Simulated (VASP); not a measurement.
Set up this calculation in VASP 6.6.1, as the native input.

```yaml
Task: band structure
Functional: PBE
Potentials_or_basis: VASP PAW PBE potentials, release 64 (Ga_d, B)
Cutoff: 520 eV
k_mesh: 10 × 10 × 8
Occupations: fermi-dirac, width 0.05 eV
Spin: no spin polarisation
Further_INCAR_settings: ALGO = Normal; EDIFF = 1e-06
```

Crystal: GaB.

```
Ga B
1.0
     2.71824    0.00000    0.00000
     0.00000    2.71824    0.00000
     0.00000    0.00000    3.23621
Ga B
1 1
Direct
  0.50000 0.50000 0.50000
  0.00000 0.00000 0.00000
```

The cell was built by a generator and needn't be a form met in nature.

The input as run:

POSCAR

```
GaB
1.0
    2.7182400000      0.0000000000      0.0000000000
    0.0000000000      2.7182400000      0.0000000000
    0.0000000000      0.0000000000      3.2362100000
Ga B
1 1
Direct
    0.5000000000      0.5000000000      0.5000000000
    0.0000000000      0.0000000000      0.0000000000
```

INCAR.step1

```
PREC     = Accurate       # precision mode
ENCUT    = 520            # plane-wave cutoff, eV
EDIFF    = 1E-6           # SCF threshold, eV
ISMEAR   = -1             # smearing method
SIGMA    = 0.05           # smearing width, eV
LREAL    = False          # projectors in reciprocal space
LASPH    = True           # aspherical terms in the spheres
NELM     = 60             # most SCF steps
ALGO     = Normal         # electronic algorithm
ISIF     = 2              # what is computed and relaxed
LWAVE    = False          # write WAVECAR
LCHARG   = True           # write CHGCAR
GGA      = PE             # functional
```

KPOINTS.step1

```
regular mesh
0
Gamma
  10 10 8
```

INCAR.step2

```
PREC     = Accurate       # precision mode
ENCUT    = 520            # plane-wave cutoff, eV
EDIFF    = 1E-6           # SCF threshold, eV
ISMEAR   = 0              # smearing method
SIGMA    = 0.05           # smearing width, eV
LREAL    = False          # projectors in reciprocal space
LASPH    = True           # aspherical terms in the spheres
NELM     = 60             # most SCF steps
ALGO     = Normal         # electronic algorithm
ISIF     = 2              # what is computed and relaxed
LWAVE    = False          # write WAVECAR
LCHARG   = False          # write CHGCAR
GGA      = PE             # functional
ICHARG   = 11             # starting density
```

KPOINTS.step2

```
path GXMGZRAZ,XR,MA
20
line-mode
reciprocal
 0.0000000000  0.0000000000  0.0000000000  G
 0.0000000000  0.5000000000  0.0000000000  X

 0.0000000000  0.5000000000  0.0000000000  X
 0.5000000000  0.5000000000  0.0000000000  M

 0.5000000000  0.5000000000  0.0000000000  M
 0.0000000000  0.0000000000  0.0000000000  G

 0.0000000000  0.0000000000  0.0000000000  G
 0.0000000000  0.0000000000  0.5000000000  Z

 0.0000000000  0.0000000000  0.5000000000  Z
 0.0000000000  0.5000000000  0.5000000000  R

 0.0000000000  0.5000000000  0.5000000000  R
 0.5000000000  0.5000000000  0.5000000000  A

 0.5000000000  0.5000000000  0.5000000000  A
 0.0000000000  0.0000000000  0.5000000000  Z

 0.0000000000  0.5000000000  0.0000000000  X
 0.0000000000  0.5000000000  0.5000000000  R

 0.5000000000  0.5000000000  0.0000000000  M
 0.5000000000  0.5000000000  0.5000000000  A
```

Potentials or basis: VASP PAW PBE potentials, release 64 (Ga_d, B).

Launch:

```console
$ cat potpaw_PBE.64/Ga_d/POTCAR potpaw_PBE.64/B/POTCAR > POTCAR
$ cp INCAR.step1 INCAR
$ cp KPOINTS.step1 KPOINTS
$ mpirun -np 1 vasp_std > vasp.out
$ cp INCAR.step2 INCAR
$ cp KPOINTS.step2 KPOINTS
$ mpirun -np 1 vasp_std > vasp.out
```

It gave:

```yaml
Band_gap_along_the_path: none (metal or under the smearing width)
```

Caveat: the log is that of the step along the path at fixed density, whose energy, stress, charges and moments have no meaning.

Run time: 48 s on 1 thread of AMD EPYC 7R13 Processor (Zen 3) (shared host), peak memory 0.13 GiB.
